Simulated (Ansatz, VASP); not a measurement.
# ZnO (zincite) in two plane-wave programs, part 2 of 3

Aim: how closely do two programs agree when they are given the same cell, functional and k mesh? The cell is taken from a series of runs on this material, whose earlier steps may have relaxed, scaled, displaced or heated it; both programs get it as it stands.

VASP 6.6.1 and Ansatz 0.2.0.

So far: The structure; Ansatz: zone-centre phonons, LDA.

## (3) VASP: zone-centre phonons, LDA

Level of this step: LDA; plane waves and PAW (O, Zn) (VASP).

The same cell, functional (in two slightly different forms) and mesh now go to VASP, with its own data sets.

Lines of VASP's logs that name or quote its potential files are left out, and so is its time.

Input file INCAR:

```
SYSTEM = ZnO
PREC = Accurate
ENCUT = 600
EDIFF = 1E-08
NELM = 120
ISMEAR = 0
SIGMA = 0.01
LREAL = .FALSE.
ALGO = Normal
GGA = PW92
NBANDS = 24
LORBIT = 11
LWAVE = .FALSE.
LCHARG = .FALSE.
ISIF = 2
IBRION = 8
LEPSILON = .TRUE.
LASPH = .TRUE.
GGA_COMPAT = .FALSE.
EFERMI = MIDGAP
KPAR = 2
```

Input file POSCAR:

```
ZnO
1.0
    3.2500015503      0.0000000000      0.0000000000
   -1.6250007751      2.8145839049      0.0000000000
    0.0000000000      0.0000000000      5.2533531666
O Zn
2 2
Direct
    0.6666666666      0.3333333332      0.3788029258
    0.3333333332      0.6666666666      0.8788029258
    0.3333333332      0.6666666666      0.5002070742
    0.6666666666      0.3333333332      0.0002070742
```

Input file KPOINTS:

```
Automatic mesh
0
Gamma
15 15 10
0 0 0
```

Potentials, in the order of the species: O and Zn (LDA family, release 64).

On the command line:

```sh
mpirun -np 2 vasp_std
```

What it wrote:

```text
[banner, memory and clock lines left out]
running    2 mpi-ranks, on    1 nodes
 distrk:  each k-point on    1 cores,    2 groups
 distr:  one band on    1 cores,    1 groups

 POSCAR found type information on POSCAR O Zn
 POSCAR found :  2 types and       4 ions
|                                                                             |
|               ----> ADVICE to this user running VASP <----                  |
|                                                                             |
|     You enforced a specific xc type in the INCAR file but a different       |
|     [... a line on the potential file left out ...]
|     I HOPE YOU KNOW WHAT YOU ARE DOING!                                     |
|                                                                             |

 LDA part: xc-table for (Slater(with rela. corr.)+PW92), standard interpolation
 POSCAR, INCAR and KPOINTS ok, starting setup
 FFT: planning ... GRIDC
 FFT: planning ... GRID_SOFT
 FFT: planning ... GRID
 WAVECAR not read
 entering main loop
       N       E                     dE             d eps       ncg     rms          rms(c)
DAV:   1     0.297890593247E+03    0.29789E+03   -0.20248E+04  7840   0.240E+03
DAV:   2     0.617367551259E+01   -0.29172E+03   -0.27670E+03  8392   0.451E+02
DAV:   3    -0.236737822255E+02   -0.29847E+02   -0.29585E+02  8944   0.148E+02
DAV:   4    -0.241868858379E+02   -0.51310E+00   -0.51274E+00  8928   0.204E+01
DAV:   5    -0.241900893724E+02   -0.32035E-02   -0.32035E-02  8944   0.156E+00    0.143E+01
DAV:   6    -0.210616032494E+02    0.31285E+01   -0.85945E+00 13776   0.675E+01    0.902E+00
DAV:   7    -0.211830458960E+02   -0.12144E+00   -0.24751E+00  8328   0.179E+01    0.532E+00
DAV:   8    -0.211722462718E+02    0.10800E-01   -0.69860E-01 10432   0.756E+00    0.169E+00
DAV:   9    -0.211178295832E+02    0.54417E-01   -0.12847E-01 11728   0.702E+00    0.344E-01
DAV:  10    -0.211201055603E+02   -0.22760E-02   -0.40950E-02  7848   0.146E+00    0.964E-02
DAV:  11    -0.211200402324E+02    0.65328E-04   -0.61972E-04 10808   0.360E-01    0.225E-02
DAV:  12    -0.211200357322E+02    0.45001E-05   -0.77366E-05  9016   0.282E-01    0.730E-03
DAV:  13    -0.211200384462E+02   -0.27140E-05   -0.10647E-05 12480   0.642E-02    0.119E-02
DAV:  14    -0.211200364826E+02    0.19637E-05   -0.48102E-06  8608   0.192E-02    0.305E-03
DAV:  15    -0.211200364391E+02    0.43457E-07   -0.38575E-07  8648   0.533E-03    0.154E-03
DAV:  16    -0.211200364045E+02    0.34585E-07   -0.89737E-08  9232   0.251E-03    0.462E-04
DAV:  17    -0.211200363976E+02    0.68949E-08   -0.66261E-09  4416   0.151E-03
   1 F= -.21120036E+02 E0= -.21120036E+02  d E =0.000000E+00
 Linear response reoptimize wavefunctions to high precision
DAV:   1    -0.211200363968E+02    0.83219E-09   -0.12257E-08  8848   0.108E-03
DAV:   2    -0.211200363968E+02   -0.72760E-11   -0.82981E-11  4232   0.708E-05
 Linear response G [H, r] |phi>, progress :
  Direction:   1
       N       E                     dE             d eps       ncg     rms
RMM:   1    -0.883685596515E+02   -0.88369E+02    0.36697E+02 15989   0.110E+02
 LRF_COMMUTATOR internal error: the vector H(1)-e(1) S(1) |phi(0)> is not orthog
 onal to |phi(0)> (-1.061774731798484E-004,7.976258542541359E-015)
 LRF_COMMUTATOR internal error: the vector H(1)-e(1) S(1) |phi(0)> is not orthog
 onal to |phi(0)> (1.061774767991130E-004,-2.695066392277568E-014)
RMM:   2    -0.930355317269E+02   -0.46670E+01   -0.11301E+01 11311   0.379E+01
 LRF_COMMUTATOR internal error: the vector H(1)-e(1) S(1) |phi(0)> is not orthog
 onal to |phi(0)> (-1.061774731830473E-004,-5.022024462952857E-016)
 LRF_COMMUTATOR internal error: the vector H(1)-e(1) S(1) |phi(0)> is not orthog
 onal to |phi(0)> (1.061774767993351E-004,-3.246708457638192E-014)
RMM:   3    -0.935532722147E+02   -0.51774E+00   -0.10455E+00 13712   0.760E+00
RMM:   4    -0.935558253413E+02   -0.25531E-02   -0.16941E-02 13187   0.110E+00
RMM:   5    -0.935562616746E+02   -0.43633E-03   -0.11124E-03 14086   0.251E-01
RMM:   6    -0.935562845186E+02   -0.22844E-04   -0.45259E-05 13871   0.473E-02
RMM:   7    -0.935562876579E+02   -0.31393E-05   -0.65176E-06 14088   0.119E-02
RMM:   8    -0.935562866363E+02    0.10216E-05    0.63787E-06 13647   0.329E-03
RMM:   9    -0.935562859065E+02    0.72979E-06   -0.25371E-05 10499   0.123E-03
RMM:  10    -0.935562866393E+02   -0.73275E-06   -0.15596E-04  8773   0.703E-04
RMM:  11    -0.935562863129E+02    0.32633E-06   -0.20188E-04  7827   0.559E-04
RMM:  12    -0.935562865624E+02   -0.24944E-06   -0.21584E-04  6972   0.539E-04
RMM:  13    -0.935562864271E+02    0.13525E-06   -0.21279E-04  6694   0.523E-04
RMM:  14    -0.935562869685E+02   -0.54139E-06   -0.17864E-04  6541   0.529E-04
 Linear response G [H, r] |phi>, progress :
  Direction:   2
[...]
RMM:   1    -0.504290964305E+00   -0.50429E+00   -0.22100E+00 37740   0.473E+00
RMM:   2    -0.594373196915E+00   -0.90082E-01   -0.15282E-02 47694   0.116E+00    0.114E+00
RMM:   3    -0.584699262870E+00    0.96739E-02   -0.67721E-03 47133   0.546E-01    0.633E-01
RMM:   4    -0.594470238560E+00   -0.97710E-02   -0.83649E-03 47809   0.658E-01    0.466E-02
RMM:   5    -0.595746124489E+00   -0.12759E-02   -0.41366E-04 48691   0.144E-01    0.133E-02
[...]
RMM:  10    -0.593933659339E+00   -0.18663E-06    0.18337E-08 11112   0.180E-04    0.209E-05
RMM:  11    -0.593933962803E+00   -0.30346E-06   -0.92468E-10  7493   0.643E-05    0.635E-06
 change of polarisation eV/A/(eV/A) component  3 :    -0.149    -0.123     1.144
 dielectric tensor                  component  3 :    -0.561    -0.462     5.309
 Linear response DOF=           4
 Linear response progress:
  Degree of freedom:   1/  4
       N       E                     dE             d eps       ncg     rms          rms(c)
RMM:   1    -0.359778749088E+00   -0.35978E+00    0.54495E-01120095   0.414E+00
RMM:   2    -0.351381826183E+00    0.83969E-02   -0.10241E-02 77902   0.105E+00    0.210E-01
RMM:   3    -0.352506046736E+00   -0.11242E-02   -0.89368E-04 91186   0.234E-01    0.117E-01
RMM:   4    -0.353777918931E+00   -0.12719E-02   -0.28639E-04 79320   0.107E-01    0.150E-02
RMM:   5    -0.353769724641E+00    0.81943E-05   -0.14345E-05 95610   0.261E-02    0.344E-03
RMM:   6    -0.353696311373E+00    0.73413E-04   -0.86969E-07 80637   0.614E-03    0.980E-04
RMM:   7    -0.353694899408E+00    0.14120E-05   -0.12993E-07 96726   0.175E-03    0.368E-04
RMM:   8    -0.353692938675E+00    0.19607E-05   -0.54558E-09 95293   0.388E-04    0.684E-05
RMM:   9    -0.353691797258E+00    0.11414E-05   -0.64778E-09 85943   0.113E-04    0.225E-05
RMM:  10    -0.353692160059E+00   -0.36280E-06   -0.81617E-09 85502   0.611E-05    0.448E-06
RMM:  11    -0.353692236796E+00   -0.76737E-07   -0.40255E-09 96962   0.300E-05    0.325E-06
RMM:  12    -0.353692213453E+00    0.23342E-07   -0.30498E-09 86579   0.201E-05    0.631E-07
RMM:  13    -0.353692209939E+00    0.35140E-08   -0.33087E-09 49131   0.167E-05    0.195E-07
 first order change of Fermi-energy  -0.42208E-01
 force on displaced ion       1 direction 1 :  -7.427  -0.000   0.000
 Born effective charge ion    1 direction 1 :  -2.103  -0.000   0.000
 Linear response progress:
  Degree of freedom:   2/  4
       N       E                     dE             d eps       ncg     rms          rms(c)
RMM:   1    -0.378718109550E+00   -0.37872E+00    0.54450E-01 25303   0.408E+00
RMM:   2    -0.369172861231E+00    0.95452E-02   -0.10370E-02 16116   0.107E+00    0.290E-01
RMM:   3    -0.370128467265E+00   -0.95561E-03   -0.12428E-03 17622   0.266E-01    0.148E-01
RMM:   4    -0.371161533342E+00   -0.10331E-02   -0.38239E-04 16664   0.122E-01    0.333E-02
RMM:   5    -0.371273768446E+00   -0.11224E-03   -0.19970E-05 19340   0.308E-02    0.976E-03
RMM:   6    -0.371175309019E+00    0.98459E-04   -0.45742E-06 17500   0.155E-02    0.144E-03
RMM:   7    -0.371189495235E+00   -0.14186E-04   -0.19542E-07 18167   0.415E-03    0.593E-04
RMM:   8    -0.371192529818E+00   -0.30346E-05   -0.22376E-07 18531   0.137E-03    0.321E-04
RMM:   9    -0.371187330637E+00    0.51992E-05    0.25323E-09 16387   0.561E-04    0.357E-05
RMM:  10    -0.371187197394E+00    0.13324E-06   -0.27499E-09 20446   0.154E-04    0.270E-05
RMM:  11    -0.371187571808E+00   -0.37441E-06   -0.12203E-08 17405   0.534E-05    0.685E-06
RMM:  12    -0.371187513365E+00    0.58443E-07   -0.64858E-09 19226   0.275E-05    0.277E-06
RMM:  13    -0.371187498766E+00    0.14599E-07   -0.41888E-09 17422   0.189E-05    0.203E-06
RMM:  14    -0.371187521887E+00   -0.23121E-07   -0.66819E-09 16621   0.173E-05    0.399E-07
RMM:  15    -0.371187520910E+00    0.97679E-09   -0.69276E-09  8529   0.152E-05    0.142E-07
 first order change of Fermi-energy   0.12173E+00
 force on displaced ion       1 direction 3 :  -0.000  -0.000 -10.732
 Born effective charge ion    1 direction 3 :   0.000   0.000  -2.158
 Linear response progress:
  Degree of freedom:   3/  4
       N       E                     dE             d eps       ncg     rms          rms(c)
RMM:   1    -0.211007772709E+00   -0.21101E+00    0.20641E-02 95427   0.249E+00
RMM:   2    -0.209525063326E+00    0.14827E-02   -0.40598E-03 80023   0.593E-01    0.193E-01
RMM:   3    -0.209215750164E+00    0.30931E-03   -0.16450E-04 94773   0.944E-02    0.115E-01
RMM:   4    -0.208737692107E+00    0.47806E-03   -0.14173E-05 94882   0.362E-02    0.390E-03
RMM:   5    -0.208722369467E+00    0.15323E-04   -0.88412E-07 98139   0.520E-03    0.124E-03
RMM:   6    -0.208717534926E+00    0.48345E-05   -0.22416E-07 93588   0.163E-03    0.314E-04
RMM:   7    -0.208716223210E+00    0.13117E-05   -0.52935E-09 97555   0.472E-04    0.766E-05
RMM:   8    -0.208716052775E+00    0.17044E-06    0.11463E-08 97585   0.812E-05    0.243E-05
RMM:   9    -0.208716103270E+00   -0.50494E-07   -0.75057E-09 98758   0.398E-05    0.463E-06
RMM:  10    -0.208716091022E+00    0.12248E-07    0.27387E-09 85551   0.158E-05    0.127E-06
RMM:  11    -0.208716087202E+00    0.38200E-08   -0.13377E-09 51810   0.121E-05    0.635E-07
 first order change of Fermi-energy   0.64974E-01
 force on displaced ion       3 direction 1 :  -6.831   0.000   0.000
 Born effective charge ion    3 direction 1 :   2.102  -0.000  -0.000
 Linear response progress:
  Degree of freedom:   4/  4
       N       E                     dE             d eps       ncg     rms          rms(c)
RMM:   1    -0.221471515599E+00   -0.22147E+00    0.23849E-02 20450   0.254E+00
RMM:   2    -0.218300160233E+00    0.31714E-02   -0.41185E-03 16780   0.645E-01    0.188E-01
RMM:   3    -0.217816763250E+00    0.48340E-03   -0.51345E-05 19072   0.126E-01    0.115E-01
RMM:   4    -0.217369085484E+00    0.44768E-03   -0.27564E-04 19614   0.863E-02    0.372E-02
RMM:   5    -0.217214797230E+00    0.15429E-03   -0.44394E-05 17802   0.271E-02    0.543E-03
RMM:   6    -0.217215198949E+00   -0.40172E-06   -0.62054E-06 20693   0.755E-03    0.274E-03
RMM:   7    -0.217219411509E+00   -0.42126E-05    0.27449E-06 18547   0.372E-03    0.698E-04
RMM:   8    -0.217220214573E+00   -0.80306E-06   -0.13496E-06 20769   0.108E-03    0.229E-04
RMM:   9    -0.217220608004E+00   -0.39343E-06   -0.19790E-06 20308   0.314E-04    0.598E-05
RMM:  10    -0.217220592204E+00    0.15800E-07    0.30443E-07 18949   0.111E-04    0.197E-05
RMM:  11    -0.217220626930E+00   -0.34727E-07   -0.17720E-07 21005   0.502E-05    0.353E-06
RMM:  12    -0.217220608832E+00    0.18098E-07   -0.11465E-08 20014   0.166E-05    0.151E-06
RMM:  13    -0.217220613236E+00   -0.44039E-08    0.21865E-09 16921   0.112E-05    0.301E-07
 first order change of Fermi-energy  -0.12190E+00
 force on displaced ion       3 direction 3 :  -0.000   0.000 -10.711
 Born effective charge ion    3 direction 3 :   0.000  -0.000   2.158
 Born effective charges drift removed
 Linear response finished
```

(Continued in part 3 of 3.)

[Lines on the potential files, build, host, timing and source positions are cut from VASP's logs without a mark.]

[Logs are printed without paths, hosts, clocks, repeated set-up lines and the standing remarks that a program may print on its own settings, such as how far it seeks lower states.]

[Hosts, paths, dates, database ids (printed as entryN), source tags and the programs' standing remarks are cut or masked in the printed files.]
